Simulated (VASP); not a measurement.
Data:

```yaml
crystal:
  lattice:
    - [8.58066, 0.00000, 0.00000]
    - [0.00000, 12.05709, 0.00000]
    - [0.00000, 0.00000, 8.22260]
  atoms:
    - { symbol: Cs, position: [0.43984, 0.25000, 0.51945] }
    - { symbol: Cs, position: [0.56016, 0.75000, 0.48055] }
    - { symbol: Cs, position: [0.06016, 0.75000, 0.01945] }
    - { symbol: Cs, position: [0.93984, 0.25000, 0.98055] }
    - { symbol: Pb, position: [0.00000, 0.50000, 0.50000] }
    - { symbol: Pb, position: [0.50000, 0.50000, 0.00000] }
    - { symbol: Pb, position: [0.50000, 0.00000, 0.00000] }
    - { symbol: Pb, position: [0.00000, 0.00000, 0.50000] }
    - { symbol: Br, position: [0.99374, 0.75000, 0.55967] }
    - { symbol: Br, position: [0.00626, 0.25000, 0.44033] }
    - { symbol: Br, position: [0.50626, 0.25000, 0.05967] }
    - { symbol: Br, position: [0.49374, 0.75000, 0.94033] }
    - { symbol: Br, position: [0.20102, 0.03170, 0.80279] }
    - { symbol: Br, position: [0.79898, 0.96830, 0.19721] }
    - { symbol: Br, position: [0.29898, 0.96830, 0.30279] }
    - { symbol: Br, position: [0.70102, 0.03170, 0.69721] }
    - { symbol: Br, position: [0.70102, 0.46830, 0.69721] }
    - { symbol: Br, position: [0.29898, 0.53170, 0.30279] }
    - { symbol: Br, position: [0.79898, 0.53170, 0.19721] }
    - { symbol: Br, position: [0.20102, 0.46830, 0.80279] }
```

The numbers are results of PBE GGA, VASP's PBE PAW potentials (set 64) (plane waves; VASP), not measurements. Numerical set-up: LREAL = Auto, 300 eV cut-off, 2×1×2 Γ-centred mesh, Gaussian smearing of 0.010 eV, potentials Cs_sv Pb_d Br.

At this cut-off the stress carries a Pulay error, which pulls relaxed volumes low.

Question: Which forces act on the atoms, in eV/Å?

Answer: 
| atom | Fx | Fy | Fz |
|---|---|---|---|
| Cs1 | -0.004 | 0.000 | -0.029 |
| Cs2 | 0.004 | 0.000 | 0.029 |
| Cs3 | 0.004 | 0.000 | -0.029 |
| Cs4 | -0.004 | 0.000 | 0.029 |
| Pb5 | 0.000 | 0.000 | 0.000 |
| Pb6 | 0.000 | 0.000 | 0.000 |
| Pb7 | 0.000 | 0.000 | 0.000 |
| Pb8 | 0.000 | 0.000 | 0.000 |
| Br9 | -0.047 | 0.000 | 0.163 |
| Br10 | 0.047 | 0.000 | -0.163 |
| Br11 | 0.047 | 0.000 | 0.163 |
| Br12 | -0.047 | 0.000 | -0.163 |
| Br13 | -0.001 | -0.003 | -0.008 |
| Br14 | 0.001 | 0.003 | 0.008 |
| Br15 | 0.001 | 0.003 | -0.008 |
| Br16 | -0.001 | -0.003 | 0.008 |
| Br17 | -0.001 | 0.003 | 0.008 |
| Br18 | 0.001 | -0.003 | -0.008 |
| Br19 | 0.001 | -0.003 | 0.008 |
| Br20 | -0.001 | 0.003 | -0.008 |

Question: Give the stress tensor in GPa (positive for a compressed cell).

Answer: 
```
-0.39   0.00   0.00
 0.00   0.41   0.00
 0.00   0.00  -0.29
```
The pressure is its mean diagonal, -0.09 GPa.

The structure comes from a computed database's CsPbBr3 entry; how it stands against other phases isn't given here. The cell was not relaxed at this level. The k-mesh is coarse (spacing up to 0.52 per Å, 2π included), so the numbers may not be converged in it.
